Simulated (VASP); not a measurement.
Pt2F: relaxation of cell and atoms with PBE

Crystal: Pt2F.

```
CELL_PARAMETERS angstrom
0.00000 2.85243 2.85243
2.85243 0.00000 2.85243
2.85243 2.85243 0.00000
ATOMIC_POSITIONS crystal
Pt 0.25000 0.25000 0.25000
Pt 0.75000 0.75000 0.75000
F 0.00000 0.00000 0.00000
```

The cell was built by a generator and needn't be a form met in nature.

* Program: VASP 6.6.1
* Task: relaxation of cell and atoms
* Functional: PBE
* Potentials or basis: VASP PAW PBE potentials, release 64 (Pt, F)
* Cutoff: 600 eV
* k mesh: 8 × 8 × 8
* Occupations: gaussian, width 0.05 eV
* Spin: no spin polarisation
* Further INCAR settings: ALGO = Normal; EDIFF = 1e-07; IBRION = 2; EDIFFG = -0.005; NSW = 60; ISIF = 3

```yaml
Relaxed_volume: 15.43 Å³/atom
Relaxed_cell: a = 4.030 Å, b = 4.030 Å, c = 4.030 Å, α = 60.00°, β = 60.00°, γ = 60.00°
Space_group_after_relaxing_to_0.05_Å: Fm-3m (No. 225)
Energy_gained_by_relaxing: 0.0 meV/atom
Ionic_steps: 3
Pressure_after_relaxing: 0.0 GPa
Band_gap_on_the_k_mesh: none (metal or under the smearing width)
```

Step by step:
| step | energy change (eV) | largest force (eV/Å) | pressure (GPa) | volume (Å³) |
| --- | --- | --- | --- | --- |
| 1 | 0.0000 | 0.0000 | -0.36 | 46.42 |
| 2 | 0.0000 | 0.0000 | 0.32 | 46.18 |
| 3 | -0.0001 | 0.0000 | 0.01 | 46.30 |

Final structure:
```
Pt F
1.0
     0.00000    2.84997    2.84997
     2.84997    0.00000    2.84997
     2.84997    2.84997    0.00000
Pt F
2 1
Direct
  0.25000 0.25000 0.25000
  0.75000 0.75000 0.75000
  0.00000 0.00000 0.00000
```

Levels at points of the mesh, in eV from the Fermi level:
| k point | band 10 | band 11 | band 12 | band 13 | band 14 | band 15 | band 16 | band 17 |
| --- | --- | --- | --- | --- | --- | --- | --- | --- |
| (0.00, 0.00, 0.00) | -1.03 | -0.03 | -0.03 | -0.03 | 1.15 | 1.15 | 7.98 | 7.98 |
| (0.50, 0.00, 0.00) | -1.53 | -1.53 | -1.51 | -0.65 | -0.09 | -0.09 | 1.59 | 10.68 |
| (0.50, 0.50, 0.00) | -1.21 | -0.90 | -0.90 | 0.12 | 1.06 | 2.31 | 3.80 | 6.39 |

Run time: 40 s on 1 thread of Intel(R) Xeon(R) Platinum 8259CL CPU @ 2.50GHz (Skylake/Cascade Lake), on a shared host, peak memory 0.19 GiB.

Caveat: an odd number of electrons without spin polarisation forces a metal; a magnetic or distorted state may lie lower. Spin-orbit coupling is left out, which matters for the levels of Pt.
